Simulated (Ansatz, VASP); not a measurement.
PIr: VASP beside Ansatz

File INCAR:

```
SYSTEM = PIr
ALGO     = Normal         ! electronic algorithm
EDIFF    = 1E-6           ! SCF threshold, eV
ENCUT    = 520            ! plane-wave cutoff, eV
GGA      = PE             ! functional
ISIF     = 2              ! what is computed and relaxed
ISMEAR   = 0              ! smearing method
LASPH    = .TRUE.         ! aspherical terms in the spheres
LCHARG   = .TRUE.         ! write CHGCAR
LELF     = .TRUE.         ! ELF
LREAL    = .FALSE.        ! projectors in reciprocal space
LVHAR    = .TRUE.       
LWAVE    = .FALSE.        ! write WAVECAR
NBANDS   = 14             ! bands
NELM     = 80             ! most SCF steps
PREC     = Accurate       ! precision mode
SIGMA    = 0.05           ! smearing width, eV
```

File KPOINTS:

```
k-points
0
G
  12 12 12
  0 0 0
```

POSCAR

```
PIr
1.0
    0.0000000000      2.6082184011      2.6082184011
    2.6082184011      0.0000000000      2.6082184011
    2.6082184011      2.6082184011      0.0000000000
Ir P
1 1
Direct
    0.0000000000      0.0000000000      0.0000000000
    0.2500000000      0.2500000000      0.2500000000
```

Input for Ansatz:

```yaml
crystal:
  lattice:
    - [0.0, 2.6082184011, 2.6082184011]
    - [2.6082184011, 0.0, 2.6082184011]
    - [2.6082184011, 2.6082184011, 0.0]
  atoms:
    - { symbol: Ir, position: [0.0, 0.0, 0.0] }
    - { symbol: P, position: [0.25, 0.25, 0.25] }
basis:
  ecutwfc: 420
  ecutrho_ratio: 4
kpoints:
  mp_grid: { grid: [12, 12, 12] }
hamiltonian:
  xc: pbe
scf:
  occupations: { method: gaussian, width: 0.05 }
output:
  forces: true
  stress: true
  eigenvalues: true
```

Alike in both runs: task single point; functional PBE; k mesh 12 × 12 × 12; occupations gaussian, width 0.05 eV; no spin polarisation.

```csv
,VASP,Ansatz
version,VASP 6.6.1,Ansatz 0.2.0
potentials or method,"VASP PAW PBE potentials, release 64 (Ir, P)","scalar-relativistic, plane waves, PAW"
plane-wave cutoff (eV),520,420
valence electrons in the cell,14,22
```

```csv
,VASP,Ansatz,Ansatz less VASP
gap on the k mesh at the Fermi level (eV),none,none,-
pressure (GPa),4.0,3.5,-0.51
```

A gap of «none» marks a metal or a gap that the smearing closes. The functional is the same, so the differences come from potentials, cutoffs and numerics. The two sets of potentials don't hold the same shells in valence.

Spin-orbit coupling is left out, which matters for the levels of Ir.
